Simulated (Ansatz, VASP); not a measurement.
# Cross-check of C41N16 (random packing of C72N28) between VASP and Ansatz

Wanted: the spread between two codes on one cell, functional and k mesh. The cell is taken from a series of runs on this material, whose earlier steps may have relaxed, scaled, displaced or heated it; both programs get it as it stands.

Main program and level: Ansatz 0.2.0; plane waves, with VASP 6.6.1 beside it; single point at PBE.

## Step 1: Set-up

The cell holds 57 atoms: 41 C and 16 N. Its edges and angles: a = 7.976 Å, b = 7.976 Å, c = 7.976 Å, α = 90.0°, β = 90.0°, γ = 90.0°. As first built, before any earlier steps moved the atoms (in the runner's words): 57 atoms (41 C, 16 N) packed at random in a cube at 2.35 g/cm^3 and pushed apart as soft spheres; a start for melting by ab initio MD, not an equilibrated structure. Then every atom was moved at random, 0.02 A r.m.s. a Cartesian component (hydrogen 0.6 of that).

Coordinates:

```xyz
57
Lattice="7.9760 0.0000 0.0000 0.0000 7.9760 0.0000 0.0000 0.0000 7.9760" Properties=species:S:1:pos:R:3 pbc="T T T"
C     0.0476    3.8605    6.6808
C     0.3152    4.4437    4.5387
C     0.4048    6.1393    6.3732
C     3.1532    7.3884    2.7209
C     6.1192    5.2067    7.8360
C     3.8757    5.0169    5.4470
C     7.4157    3.4084    3.2381
C     4.5488    2.0519    1.7494
C     5.2619    4.0122    6.8187
C     4.2534    3.4443    4.8029
C     4.8123    7.4257    6.3778
C     3.3149    0.1872    6.8011
C     1.4196    5.9499    3.1690
C     7.5185    6.7041    4.0448
C     2.6755    2.7449    7.3851
C     3.8048    5.8130    6.9567
C     2.8631    4.6514    3.7622
C     7.7590    1.0669    5.5177
C     2.2583    4.9292    6.1059
C     7.0863    3.5372    0.1238
C     4.4691    4.1131    3.2630
C     7.1555    1.3473    3.8570
C     0.5333    4.3771    1.5757
C     5.1866    0.9560    2.9894
C     5.7766    7.2550    0.7626
C     2.2052    3.2694    5.6229
C     0.0147    0.8520    7.6068
C     2.2117    4.5475    1.2849
C     0.6328    2.7808    0.3171
C     1.4211    0.8564    6.6038
C     6.4209    4.5797    4.6993
C     4.4623    6.2547    1.7323
C     2.2605    6.6822    5.3289
C     0.2724    1.0067    2.3017
C     5.2997    4.5773    1.6376
C     6.4081    0.0727    5.3162
C     4.3798    7.1184    4.6747
C     4.5712    1.9273    5.6279
C     6.0015    2.4419    4.8601
C     7.8167    5.2339    0.0004
C     3.9065    5.0305    0.6074
N     6.7477    6.0543    1.6324
N     6.0345    3.1130    2.0624
N     0.8409    2.4611    6.2586
N     2.4824    1.2848    1.9125
N     2.1333    2.9235    1.7310
N     0.5309    7.1276    1.1922
N     5.7564    5.5157    3.3124
N     1.3345    2.6975    3.4435
N     1.3617    5.8435    0.3524
N     6.3593    1.7019    7.3169
N     1.0043    7.8752    3.2875
N     2.5030    0.3414    0.3458
N     5.5237    5.9531    6.1574
N     3.4185    1.5491    3.8838
N     6.6403    7.7867    2.3331
N     4.5178    2.0266    0.0759
```

## Step 2: VASP: single point, PBE

A single point gives forces, pressure and levels at one fixed geometry, so differences don't come from the geometry; what else differs is listed under the comparison.

Lines of VASP's logs that name or quote its potential files are left out, and so is its time.

INCAR reads:

```
SYSTEM = C41N16
PREC = Accurate
ENCUT = 600
EDIFF = 1E-06
NELM = 120
ISMEAR = -1
SIGMA = 0.05
LREAL = Auto
ALGO = Normal
GGA = PE
NBANDS = 168
LORBIT = 11
LWAVE = .FALSE.
LCHARG = .FALSE.
ISIF = 2
LASPH = .TRUE.
GGA_COMPAT = .FALSE.
NCORE = 2
```

POSCAR reads:

```
C41N16
1.0
    7.9760000000      0.0000000000      0.0000000000
    0.0000000000      7.9760000000      0.0000000000
    0.0000000000      0.0000000000      7.9760000000
C N
41 16
Direct
    0.0059700000      0.4840100000      0.8376100000
    0.0395200000      0.5571300000      0.5690400000
    0.0507500000      0.7697200000      0.7990500000
    0.3953400000      0.9263300000      0.3411400000
    0.7672000000      0.6528000000      0.9824500000
    0.4859200000      0.6290000000      0.6829300000
    0.9297500000      0.4273300000      0.4059800000
    0.5703100000      0.2572600000      0.2193300000
    0.6597200000      0.5030300000      0.8549000000
    0.5332800000      0.4318300000      0.6021700000
    0.6033500000      0.9310000000      0.7996200000
    0.4156100000      0.0234700000      0.8526900000
    0.1779900000      0.7459800000      0.3973200000
    0.9426400000      0.8405400000      0.5071200000
    0.3354400000      0.3441400000      0.9259100000
    0.4770300000      0.7288100000      0.8722000000
    0.3589700000      0.5831700000      0.4716900000
    0.9727900000      0.1337700000      0.6917900000
    0.2831400000      0.6180000000      0.7655300000
    0.8884500000      0.4434800000      0.0155200000
    0.5603200000      0.5156900000      0.4091000000
    0.8971300000      0.1689200000      0.4835700000
    0.0668600000      0.5487800000      0.1975600000
    0.6502800000      0.1198600000      0.3748000000
    0.7242500000      0.9096000000      0.0956100000
    0.2764800000      0.4099100000      0.7049800000
    0.0018400000      0.1068200000      0.9537100000
    0.2772900000      0.5701500000      0.1611000000
    0.0793400000      0.3486500000      0.0397600000
    0.1781700000      0.1073700000      0.8279600000
    0.8050300000      0.5741800000      0.5891800000
    0.5594700000      0.7841900000      0.2171900000
    0.2834100000      0.8377900000      0.6681200000
    0.0341500000      0.1262200000      0.2885800000
    0.6644600000      0.5738800000      0.2053100000
    0.8034200000      0.0091200000      0.6665200000
    0.5491200000      0.8924800000      0.5861000000
    0.5731200000      0.2416400000      0.7056000000
    0.7524400000      0.3061500000      0.6093400000
    0.9800300000      0.6562000000      0.0000500000
    0.4897800000      0.6307100000      0.0761500000
    0.8460000000      0.7590600000      0.2046600000
    0.7565800000      0.3903000000      0.2585700000
    0.1054300000      0.3085600000      0.7846800000
    0.3112300000      0.1610800000      0.2397800000
    0.2674600000      0.3665400000      0.2170300000
    0.0665600000      0.8936300000      0.1494700000
    0.7217200000      0.6915400000      0.4153000000
    0.1673200000      0.3382000000      0.4317300000
    0.1707200000      0.7326300000      0.0441800000
    0.7973100000      0.2133800000      0.9173700000
    0.1259100000      0.9873600000      0.4121800000
    0.3138200000      0.0428000000      0.0433600000
    0.6925400000      0.7463800000      0.7719900000
    0.4286000000      0.1942200000      0.4869400000
    0.8325300000      0.9762700000      0.2925200000
    0.5664200000      0.2540900000      0.0095200000
```

KPOINTS reads:

```
Automatic mesh
0
Gamma
1 1 1
0 0 0
```

Potentials, in the order of the species: C and N (PBE family, release 64).

Command:

```console
$ mpirun -np 8 vasp_gam
```

Numbers of over 12 decimals in the logs are rounded to 6 here.

Log:

```text
[banner, memory and clock lines left out]
running    8 mpi-ranks, on    1 nodes
[...]
LDA part: xc-table for (Slater+PW92), standard interpolation
 POSCAR, INCAR and KPOINTS ok, starting setup
[...]
entering main loop
       N       E                     dE             d eps       ncg     rms          rms(c)
DAV:   1     0.172156235991E+04    0.17216E+04   -0.15205E+05   336   0.163E+03
DAV:   2    -0.899822367156E+02   -0.18115E+04   -0.16638E+04   416   0.343E+02
DAV:   3    -0.295258709886E+03   -0.20528E+03   -0.19304E+03   496   0.106E+02
DAV:   4    -0.304356580576E+03   -0.90979E+01   -0.87728E+01   440   0.211E+01
[...]
DAV:  18    -0.301586379812E+03   -0.65576E-05   -0.65923E-05   480   0.232E-02    0.166E-02
DAV:  19    -0.301586382498E+03   -0.26863E-05   -0.20627E-05   488   0.135E-02    0.103E-02
DAV:  20    -0.301586382609E+03   -0.11128E-06   -0.67749E-06   432   0.776E-03
   1 F= -.30158638E+03 E0= -.30145663E+03  d E =-.259505E+00
```

From OUTCAR (step 2):

```text
  Total      -92.4643552    -82.8190348    -79.1257246      8.2395911     22.0630208      8.2028492
  in kB     -291.9641258   -261.5082000   -249.8462564     26.0172151     69.6658789     25.9011994
  external PRESSURE =    -267.7728607 kB  Pullay stress =       0.0000000 kB

 POSITION                                       TOTAL-FORCE (eV/Angst)
 -----------------------------------------------------------------------------------
      0.04762      3.86046      6.68078        -0.524446     -2.455776      2.074468
      0.31521      4.44367      4.53866        -3.199085      0.214686     -0.103758
      0.40478      6.13929      6.37322         1.210914     -0.841939      0.760248
      3.15323      7.38841      2.72093         1.498369     -1.359965      0.121758
      6.11919      5.20673      7.83602         1.658335     -2.265907     -0.354369
      3.87570      5.01690      5.44705        -2.332108     -1.394217     -0.077750
      7.41569      3.40838      3.23810         1.370145     -0.474606     -0.552800
      4.54879      2.05191      1.74938         2.404480     -2.257223     -1.613405
      5.26193      4.01217      6.81868         1.366043      0.957017      1.753289
      4.25344      3.44428      4.80291        -0.082888      1.382927     -0.495441
      4.81232      7.42566      6.37777         0.227454     -1.425938     -3.866509
      3.31491      0.18720      6.80106        -0.500788     -0.695314      3.664616
      1.41965      5.94994      3.16902         1.263844     -0.103761      1.196551
      7.51850      6.70415      4.04479         0.508304      1.966690     -0.216668
[...]
-----------------------------------------------------------------------------------
    total drift:                                0.002304      0.002617     -0.001789

  FREE ENERGIE OF THE ION-ELECTRON SYSTEM (eV)
  ---------------------------------------------------
  free  energy   TOTEN  =      -301.5863826093 eV

  energy  without entropy=     -301.3268772737  energy(sigma->0) =     -301.45662994

[... 3 further parts left out ...]
[key lines of the parts left out:]
E-fermi :   4.5204
```

The run ends at a pressure of -26.78 GPa, with forces up to 7.2 eV/Å.

[end of part 1 of 2]

[Lines on the potential files, build, host, timing and source positions are cut from VASP's logs without a mark.]

[Logs are printed without paths, hosts, clocks, repeated set-up lines and the standing remarks that a program may print on its own settings, such as how far it seeks lower states.]

[Hosts, paths, dates, database ids (printed as entryN), source tags and the programs' standing remarks are cut or masked in the printed files.]
